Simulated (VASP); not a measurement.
Data:

```xyz
2
Lattice="3.7807 0.0000 0.0000 0.0000 3.7807 0.0000 0.0000 0.0000 3.1637" Properties=species:S:1:pos:R:3 pbc="T T T"
Sm     0.0000     0.0000     0.0000
As     1.8903     1.8903     1.5819
```

The numbers are results of PBEsol GGA with spin-orbit coupling, VASP's PBE PAW potentials (set 64) (plane waves; VASP 6.6.1), not measurements. Settings: 400 eV cut-off, 9×9×10 Γ-centred mesh, Gaussian smearing of 0.050 eV, potentials Sm_3 As.

The 4f electrons are frozen in the core of the lanthanide potential, so 4f levels, which can set the real gap, and their magnetism are missing.

Q: Estimate the energy per atom (σ→0), band gap (over mesh and band path) with the smallest direct gap where there is one.

A: 
```yaml
band gap (over mesh and band path): none (metal, semimetal or under 0.01 eV)
energy per atom (σ→0): -6.390 eV/atom
```

Total energies compare only between runs with the same potentials, cut-off and functional.

The structure comes from a computed database's SmAs entry (P4/mmm); how it stands against other phases isn't given here. It was relaxed first.
